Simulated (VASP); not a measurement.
Runs of VASP 6.6.1 on Pd. The structure is cubic, space group Fm-3m (No. 225). The conventional cell has a = 3.872 Å, b = 3.872 Å, c = 3.872 Å, α = 90.00°, β = 90.00°, γ = 90.00°. Pd (site symmetry m-3m) is surrounded by 12 Pd at 2.74 Å. 

```tsv
level	k mesh	cutoff (eV)	smearing	gap on the mesh (eV)	pressure (GPa)
PBEsol	28 × 28 × 28	520	gaussian 0.1 eV	none	0.1
PBEsol	18 × 18 × 18	520	gaussian 0.5 eV	none	1.1
r2SCAN	18 × 18 × 18	520	gaussian 0.1 eV	none	(a)
PBEsol	18 × 18 × 18	900	gaussian 0.1 eV	none	0.1
PBEsol	18 × 18 × 18	700	gaussian 0.1 eV	none	0.1
```

Alike in all rows: task single point; potentials or basis VASP PAW PBE potentials, release 64 (Pd); no spin polarisation; cell as given.

**Question.** Estimate the missing entries.

**Answer.** (a) 6.2.

Caveats: the PAW data sets were made with another functional, which shifts forces and pressure a little.

A k mesh can miss the band edges, and the runs leave out spin-orbit coupling on Pd.

A gap of «none» marks a metal or a gap under the smearing width.
